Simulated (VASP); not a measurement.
Energy against volume of CuI (zinc blende). Level of theory: PBE GGA with D3 dispersion (Becke-Johnson damping), VASP's PBE PAW potentials (set 64) (plane waves; VASP). Settings: 520 eV cut-off, 8×8×8 Γ-centred mesh, Gaussian smearing of 0.050 eV, potentials Cu I.

```tsv
V (Å³/atom)	E (eV/atom)
25.855	-3.12691
26.654	-3.13051
27.454	-3.12712
28.254	-3.11792
```

Q: Fit these four points and predict the energy of the run at 25.055 Å³/atom.

A: A cubic in V^(−2/3), the third-order Birch-Murnaghan form, passes through the four points with V0 = 26.64 Å³/atom and B0 = 47 GPa, and gives -3.1149 eV/atom there. The run gave -3.1149 eV/atom, -0.0 meV/atom from the fit; all five points give B0 = 47 GPa.

The compound is CuI in the zinc blende structure. It was relaxed first.
